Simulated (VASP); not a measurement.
Consider the following.

```
CELL_PARAMETERS angstrom
      0.00000     2.69160     2.69160
      2.69160     0.00000     2.69160
      2.69160     2.69160     0.00000
ATOMIC_POSITIONS crystal
  Mg 0.00000 0.00000 0.00000
  Se 0.50000 0.50000 0.50000
```

The numbers are results of LDA (Ceperley-Alder, Perdew-Zunger) with spin-orbit coupling, VASP's LDA PAW potentials (set 64) (plane waves; VASP), not measurements. Run with 400 eV cut-off, 8×8×8 Γ-centred mesh, Gaussian smearing of 0.050 eV, potentials Mg Se.

Problem. Give the energies of bands 3 to 14 at the high-symmetry points, in eV from the valence-band maximum.

Solution. 
| band | Γ | X | U | L | W |
|---|---|---|---|---|---|
| 3 | -0.44 | -4.65 | -4.15 | -5.35 | -3.75 |
| 4 | -0.44 | -4.65 | -4.15 | -5.35 | -3.75 |
| 5 | 0.00 | -2.14 | -3.67 | -0.90 | -3.58 |
| 6 | 0.00 | -2.14 | -3.67 | -0.90 | -3.58 |
| 7 | 0.00 | -1.93 | -1.67 | -0.64 | -2.84 |
| 8 | 0.00 | -1.93 | -1.67 | -0.64 | -2.84 |
| 9 | 2.51 | 1.57 | 2.81 | 3.61 | 4.42 |
| 10 | 2.51 | 1.57 | 2.81 | 3.61 | 4.42 |
| 11 | 7.20 | 3.63 | 6.11 | 5.90 | 6.83 |
| 12 | 7.20 | 3.63 | 6.11 | 5.90 | 6.83 |
| 13 | 7.20 | 11.74 | 8.84 | 5.90 | 7.37 |
| 14 | 7.20 | 11.74 | 8.84 | 5.90 | 7.37 |

The gap is indirect, 1.57 eV, from the valence maximum at Γ to the conduction minimum at X.

The compound is MgSe in the rock salt structure. It was relaxed first.
